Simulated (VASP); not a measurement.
Energy against volume of LiCl (rock salt). Computed with revTPSS meta-GGA, VASP's PBE PAW potentials (set 64) (plane waves; VASP).

| V (Å³/atom) | E (eV/atom) |
|---|---|
| 15.274 | -4.62122 |
| 15.762 | -4.62899 |
| 16.249 | -4.63272 |
| 16.737 | -4.63304 |
| 17.224 | -4.63039 |

**Question.** Fit a third-order Birch-Murnaghan equation of state.

**Answer.** 
The volume per atom comes out as 16.54 Å^3/atom and the bulk modulus is 35.0 GPa. The pressure derivative of the bulk modulus comes out as 4.17 and the lattice constant a comes out as 5.095 Å.

The compound is LiCl in the rock salt structure. It was relaxed first.
